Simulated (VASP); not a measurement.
An input for Ansatz (written as the equivalent of a VASP run, and not itself run):

Ansatz 0.2 input:
```yaml
crystal:
  lattice:
    - [4.0232870, 0.0000000, 0.0000000]
    - [0.0000000, 4.0232870, 0.0000000]
    - [0.0000000, 0.0000000, 4.0232870]
  atoms:
    - { symbol: Sr, position: [0.0000000, 0.0000000, 0.0000000] }
    - { symbol: Te, position: [0.5000000, 0.5000000, 0.5000000] }
kpoints:
  mp_grid: { grid: [7, 7, 7] }
hamiltonian:
  xc: pbesol
  pseudopotentials: { kind: paw }
scf:
  occupations: { method: gaussian, width: 0.05 }
  max_iter: 100
relax:
  max_steps: 40
  f_tol: 0.02
  cell: {}
output: { forces: true, stress: true, eigenvalues: true }
```

**Question.** Translate this input to VASP (INCAR, KPOINTS, POSCAR, choice of POTCAR).

**Answer.** One answer among several that fit: 
KPOINTS:
```
Automatic
0
gamma
 7 7 7
```

### INCAR
```
EDIFFG = -0.02   # ionic stop
LREAL = .FALSE.   # projection in real space or not
ISMEAR = 0
LWAVE = .FALSE.
GGA = PS   # PBEsol
LMAXMIX = 4   # l cut-off of mixed one-centre charges
ISIF = 3
NELM = 100   # most electronic steps
IBRION = 2   # conjugate gradients
ALGO = Normal
ENCUT = 500   # plane-wave cut-off (eV)
LCHARG = .FALSE.
SIGMA = 0.05   # width (eV)
PREC = Accurate
LASPH = .TRUE.
EDIFF = 1E-6   # SCF stop (eV)
NSW = 40
SYSTEM = SrTe
```

POSCAR:
```
SrTe
1
    4.0232869654     0.0000000000     0.0000000000
    0.0000000000     4.0232869654     0.0000000000
    0.0000000000     0.0000000000     4.0232869654
Sr Te
1 1
Direct
  0.0000000000   0.0000000000   0.0000000000
  0.5000000000   0.5000000000   0.5000000000
```

POTCAR, in this order: Sr_sv Te (PBE.64 set). Program: vasp_std.

What does not carry over: each code has its own PAW files, so the cut-off isn't converted (ENCUT is set for VASP's; basis.ecutwfc is left out, and Ansatz then takes the one that its files recommend); Ansatz stops its SCF on the density residual and VASP on the energy change (EDIFF).

The structure was generated: SrTe was put into the CsCl type type (Pm-3m), which need not be its known phase. It was relaxed first, which changed the volume by -20 %.
